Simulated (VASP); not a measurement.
Consider the following.

```yaml
crystal:
  lattice:
    - [1.54000, -2.66736, 0.00000]
    - [1.54000, 2.66736, 0.00000]
    - [0.00000, 0.00000, 5.05000]
  atoms:
    - { symbol: Si, position: [0.66667, 0.33333, 0.50000] }
    - { symbol: Si, position: [0.33333, 0.66667, 0.00000] }
    - { symbol: C, position: [0.66667, 0.33333, 0.87500] }
    - { symbol: C, position: [0.33333, 0.66667, 0.37500] }
```

All values below come from PBE GGA, VASP's PBE PAW potentials (set 64) (plane waves; VASP). Run with PREC = Normal, 500 eV cut-off, 6×6×4 Γ-centred mesh, Gaussian smearing of 0.010 eV, potentials Si_GW C_GW_new.

Question: Give the stress tensor in GPa (positive for a compressed cell).

Answer: 
```
2.69  0.00  0.00
0.00  2.69  0.00
0.00  0.00  3.49
```
The pressure is its mean diagonal, 2.96 GPa.

The compound is SiC in the wurtzite structure, the rare 2H polytype. The cell was not relaxed at this level.
